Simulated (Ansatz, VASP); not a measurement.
# Cross-check of TiCo3 between VASP and Ansatz, part 2 of 2

Aim: how closely do two programs agree when they are given the same cell, functional and k mesh? The cell is taken from a series of runs on this material, whose earlier steps may have relaxed, scaled, displaced or heated it; both programs get it as it stands.

VASP 6.6.1 and Ansatz 0.2.0.

So far: The starting structure; Ansatz: single point, r2SCAN.

## (3) VASP: single point, r2SCAN

Level of this step: r2SCAN, spin-polarised from a ferrimagnetic start; plane waves and PAW (Co, Ti_sv) (VASP).

The same cell, functional, mesh and smearing now go to VASP, with its own data sets.

Lines of VASP's logs that name or quote its potential files are left out, and so is its time.

INCAR reads:

```
SYSTEM = TiCo3
PREC = Accurate
ENCUT = 660
EDIFF = 1E-06
NELM = 200
ISMEAR = -1
SIGMA = 0.05
LREAL = .FALSE.
ALGO = Normal
METAGGA = R2SCAN
LASPH = .TRUE.
NBANDS = 29
ISPIN = 2
MAGMOM = 1.3 1.3 1.3 -0.63
LMAXMIX = 4
LORBIT = 11
LWAVE = .FALSE.
LCHARG = .FALSE.
ISIF = 2
GGA_COMPAT = .FALSE.
LMIXTAU = .TRUE.
KPAR = 2
```

POSCAR reads:

```
TiCo3
1.0
    3.5710000000      0.0000000000      0.0000000000
    0.0000000000      3.5710000000      0.0000000000
    0.0000000000      0.0000000000      3.5710000000
Co Ti
3 1
Direct
    0.5000000000      0.5000000000      0.0000000000
    0.5000000000      0.0000000000      0.5000000000
    0.0000000000      0.5000000000      0.5000000000
    0.0000000000      0.0000000000      0.0000000000
```

KPOINTS reads:

```
Automatic mesh
0
Gamma
10 10 10
0 0 0
```

The projector-augmented-wave data sets are Co and Ti_sv (PBE family, release 64).

Launch:

```console
> mpirun -np 2 vasp_std
```

Numbers of over 12 decimals in the logs are rounded to 6 here.

Log:

```text
[banner, memory and clock lines left out]
running    2 mpi-ranks, on    1 nodes
 distrk:  each k-point on    1 cores,    2 groups
 distr:  one band on    1 cores,    1 groups

 POSCAR found type information on POSCAR CoTi
 POSCAR found :  2 types and       4 ions
|                                                                             |
|               ----> ADVICE to this user running VASP <----                  |
|                                                                             |
|     You enforced a specific xc type in the INCAR file but a different       |
|     [... a line on the potential file left out ...]
|     I HOPE YOU KNOW WHAT YOU ARE DOING!                                     |
|                                                                             |

 LDA part: xc-table for (None), standard interpolation
 POSCAR, INCAR and KPOINTS ok, starting setup
 FFT: planning ... GRIDC
 FFT: planning ... GRID_SOFT
 FFT: planning ... GRID
 WAVECAR not read
 entering main loop
       N       E                     dE             d eps       ncg     rms          rms(c)
DAV:   1     0.335435313428E+03    0.33544E+03   -0.21089E+04  6496   0.218E+03
DAV:   2    -0.345325707152E+02   -0.36997E+03   -0.35559E+03  6496   0.446E+02
DAV:   3    -0.646645241459E+02   -0.30132E+02   -0.28820E+02  8473   0.148E+02
DAV:   4    -0.659843276222E+02   -0.13198E+01   -0.13077E+01  8574   0.260E+01
DAV:   5    -0.660160958070E+02   -0.31768E-01   -0.31764E-01  7992   0.396E+00    0.256E+01
DAV:   6    -0.616478885041E+02    0.43682E+01   -0.79559E+01  7314   0.123E+02    0.265E+01
DAV:   7    -0.532161617988E+02    0.84317E+01   -0.36455E+01  8040   0.633E+01    0.622E+00
DAV:   8    -0.532387635550E+02   -0.22602E-01   -0.21058E+00  7857   0.138E+01    0.329E+00
DAV:   9    -0.533501355265E+02   -0.11137E+00   -0.34612E-01  7929   0.542E+00    0.311E+00
DAV:  10    -0.533342051916E+02    0.15930E-01   -0.22238E-01  8012   0.540E+00    0.906E-01
DAV:  11    -0.533366826283E+02   -0.24774E-02   -0.38105E-02  7630   0.185E+00    0.333E-01
DAV:  12    -0.533417024945E+02   -0.50199E-02   -0.72863E-03  7850   0.714E-01    0.194E-01
DAV:  13    -0.533423447959E+02   -0.64230E-03   -0.12720E-03  8883   0.360E-01    0.943E-02
DAV:  14    -0.533423397517E+02    0.50442E-05   -0.54316E-04  9806   0.167E-01    0.463E-02
DAV:  15    -0.533424334214E+02   -0.93670E-04   -0.26097E-04  7312   0.128E-01    0.178E-02
DAV:  16    -0.533424536620E+02   -0.20241E-04   -0.37724E-05  7475   0.527E-02    0.126E-02
DAV:  17    -0.533424567122E+02   -0.30502E-05   -0.11078E-05  8058   0.310E-02    0.746E-03
DAV:  18    -0.533424553334E+02    0.13788E-05   -0.74568E-06  6831   0.222E-02    0.658E-03
DAV:  19    -0.533424575894E+02   -0.22561E-05   -0.28792E-06  5930   0.164E-02    0.203E-03
DAV:  20    -0.533424577168E+02   -0.12732E-06   -0.27706E-07  3703   0.504E-03
   1 F= -.53342458E+02 E0= -.53328617E+02  d E =-.276810E-01  mag=     2.7528
```

OUTCAR, selected parts (step 3):

```text
ion  position               nearest neighbor table
   1  0.500  0.500  0.000-   2 2.53   3 2.53   4 2.53   2 2.53   3 2.53   2 2.53   4 2.53   2 2.53
                             3 2.53   4 2.53   3 2.53   4 2.53
   2  0.500  0.000  0.500-   1 2.53   3 2.53   4 2.53   1 2.53   4 2.53   1 2.53   3 2.53   1 2.53
                             3 2.53   4 2.53   4 2.53   3 2.53
   3  0.000  0.500  0.500-   1 2.53   2 2.53   4 2.53   1 2.53   4 2.53   2 2.53   4 2.53   4 2.53
                             1 2.53   2 2.53   1 2.53   2 2.53
   4  0.000  0.000  0.000-   1 2.53   2 2.53   3 2.53   2 2.53   3 2.53   1 2.53   3 2.53   3 2.53
                             1 2.53   2 2.53   2 2.53   1 2.53

  LATTYP: Found a simple cubic cell.
 ALAT       =     3.5710000000

 Subroutine GETGRP returns: Found 48 space group operations
 (whereof 48 operations were pure point group operations)

The static configuration has the point symmetry O_h .

 Found     56 irreducible k-points:

   k-points           NKPTS =     56   k-points in BZ     NKDIM =     56   number of bands    NBANDS=     29

   dimension x,y,z NGX =    30 NGY =   30 NGZ =   30
   dimension x,y,z NGXF=    60 NGYF=   60 NGZF=   60

   ENCUT  =  660.0 eV  48.51 Ry    6.96 a.u.   7.48  7.48  7.48*2*pi/ulx,y,z

   NELECT =      39.0000    total number of electrons

 k-points in reciprocal lattice and weights: Automatic mesh
   0.00000000  0.00000000  0.00000000       0.001
   0.10000000  0.00000000  0.00000000       0.006
   0.20000000  0.00000000  0.00000000       0.006
   0.30000000  0.00000000  0.00000000       0.006
   0.40000000  0.00000000  0.00000000       0.006
   0.50000000  0.00000000  0.00000000       0.003
   0.10000000  0.10000000  0.00000000       0.012
   0.20000000  0.10000000  0.00000000       0.024
   0.30000000  0.10000000  0.00000000       0.024
[...]
0.50000000  0.50000000  0.40000000       0.006
   0.50000000  0.50000000  0.50000000       0.001

 average (electrostatic) potential at core
       1 -82.6678       2 -82.6678       3 -82.6678       4 -74.5801

 E-fermi :  10.7193

 spin component 1
 k-point     1 :       0.0000    0.0000    0.0000
  band No.  band energies     occupation
    ...
     16       9.0032      1.00000
     17       9.4570      1.00000
     18      10.0298      1.00000
     19      10.0298      1.00000
     20      10.0298      1.00000
     21      12.7198      0.00000
     22      12.7198      0.00000
     23      13.7934      0.00000
     24      13.7934      0.00000
     25      13.7934      0.00000
    ...

 k-point     2 :       0.1000    0.0000    0.0000
  band No.  band energies     occupation
    ...
     16       9.0094      1.00000
     17       9.4090      1.00000
     18       9.8477      1.00000
     19       9.8477      1.00000
     20      10.0299      1.00000
     21      12.2701      0.00000
     22      12.6652      0.00000
     23      13.2399      0.00000
     24      13.2399      0.00000
     25      13.7010      0.00000
    ...

 k-point     3 :       0.2000    0.0000    0.0000
  band No.  band energies     occupation
    ...
     16       9.0201      1.00000
     17       9.2707      1.00000
     18       9.3983      1.00000
     19       9.3983      1.00000
     20      10.0302      1.00000
     21      11.1338      0.00025
     22      12.5192      0.00000
     23      12.6763      0.00000
     24      12.6763      0.00000
     25      13.5792      0.00000
    ...

 k-point     4 :       0.3000    0.0000    0.0000
  band No.  band energies     occupation
    ...
     17       8.9234      1.00000
     18       8.9557      1.00000
     19       9.1262      1.00000
     20       9.8362      1.00000
     21      10.0306      1.00000
     22      12.2052      0.00000
     23      12.2052      0.00000
     24      12.3337      0.00000
     25      13.4729      0.00000
     26      14.0580      0.00000
    ...

 k-point     5 :       0.4000    0.0000    0.0000
  band No.  band energies     occupation
    ...
     17       8.8383      1.00000
     18       8.8383      1.00000
     19       8.8440      1.00000
     20       9.1156      1.00000
     21      10.0309      1.00000
     22      11.8684      0.00000
     23      11.8684      0.00000
     24      12.1809      0.00000
     25      13.3876      0.00000
     26      14.0312      0.00000
    ...

 k-point     6 :       0.5000    0.0000    0.0000
  band No.  band energies     occupation
    ...
     17       8.6013      1.00000
     18       8.8688      1.00000
     19       8.8688      1.00000
     20       9.1206      1.00000
     21      10.0310      1.00000
     22      11.7423      0.00000
     23      11.7423      0.00000
     24      12.1223      0.00000
     25      13.3533      0.00000
     26      14.0212      0.00000
    ...

  Total        0.8426393      0.8426393      0.8426393     -0.0000000      0.0000000     -0.0000000
  in kB       29.6471352     29.6471352     29.6471352     -0.0000000      0.0000000     -0.0000000
  external PRESSURE =      29.6471352 kB  Pullay stress =       0.0000000 kB

  energy-cutoff  :      660.00
  volume of cell :       45.54
      direct lattice vectors                 reciprocal lattice vectors
     3.571000000  0.000000000  0.000000000     0.280033604  0.000000000  0.000000000
     0.000000000  3.571000000  0.000000000     0.000000000  0.280033604  0.000000000
     0.000000000  0.000000000  3.571000000     0.000000000  0.000000000  0.280033604

 POSITION                                       TOTAL-FORCE (eV/Angst)
 -----------------------------------------------------------------------------------
      1.78550      1.78550      0.00000         0.000000      0.000000      0.000000
      1.78550      0.00000      1.78550         0.000000      0.000000      0.000000
      0.00000      1.78550      1.78550         0.000000      0.000000      0.000000
      0.00000      0.00000      0.00000         0.000000      0.000000      0.000000
 -----------------------------------------------------------------------------------
    total drift:                                0.000000      0.000000     -0.000000

  FREE ENERGIE OF THE ION-ELECTRON SYSTEM (eV)
  ---------------------------------------------------
  free  energy   TOTEN  =       -53.3424577168 eV

  energy  without entropy=      -53.3147767113  energy(sigma->0) =      -53.32861721

 total charge
# of ion       s       p       d       tot
------------------------------------------
    1        0.536   0.562   7.301   8.399
    2        0.536   0.562   7.301   8.399
    3        0.536   0.562   7.301   8.399
    4        2.266   6.211   1.918  10.394
--------------------------------------------------
tot          3.872   7.898  23.820  35.590

 magnetization (x)
# of ion       s       p       d       tot
------------------------------------------
    1       -0.004  -0.059   1.318   1.255
    2       -0.004  -0.059   1.318   1.255
    3       -0.004  -0.059   1.318   1.255
    4       -0.019  -0.057  -0.625  -0.700
--------------------------------------------------
tot         -0.030  -0.234   3.329   3.064

[... 6 further parts left out ...]
```

The magnetic state follows from one typed start and may not be the lowest. SCAN-type functionals tend to overstate the moments of itinerant magnets.

## (4) Comparison

Known differences besides the potentials themselves: VASP starts from the moments at which Ansatz ended; VASP keeps PBE cores, Ansatz makes them for the functional; the data sets hold 63 valence electrons in Ansatz (on its default PAW (the set named soft_2) files) and 39 in VASP; the cutoff is 500 eV in Ansatz and 660 eV in VASP; site moments are counted in spheres of each program's own size; in our runs with r2SCAN, forces from VASP's data set Ti_sv part from Ansatz's all-electron ones, so neither program is the reference here. Total energies have different zeros and are not compared.

Both answers:

| quantity | Ansatz | VASP | difference |
| --- | --- | --- | --- |
| pressure (GPa) | 2.65 | 2.96 | -0.32 |
| total moment (μB) | 2.77 | 2.75 | +0.02 |
| moment on Co1 (μB) | 1.30 | 1.25 | +0.05 |
| moment on Co2 (μB) | 1.30 | 1.25 | +0.05 |
| moment on Co3 (μB) | 1.30 | 1.25 | +0.05 |
| moment on Ti4 (μB) | -0.63 | -0.70 | +0.07 |

## (5) What came out

```
difference in total moment (single point, r2SCAN) : 0.016 μB
```

The difference in total moment is 0.016 μB (single point, r2SCAN). The data sets hold unlike numbers of valence electrons (63 in Ansatz and 39 in VASP), so part of the differences comes from the potentials. Such differences can come from data sets, numerical settings and the points named under the comparisons, not from the functional's error against experiment.

[Lines on the potential files, build, host, timing and source positions are cut from VASP's logs without a mark.]

[Logs are printed without paths, hosts, clocks, repeated set-up lines and the standing remarks that a program may print on its own settings, such as how far it seeks lower states.]

[Hosts, paths, dates, database ids (printed as entryN), source tags and the programs' standing remarks are cut or masked in the printed files.]
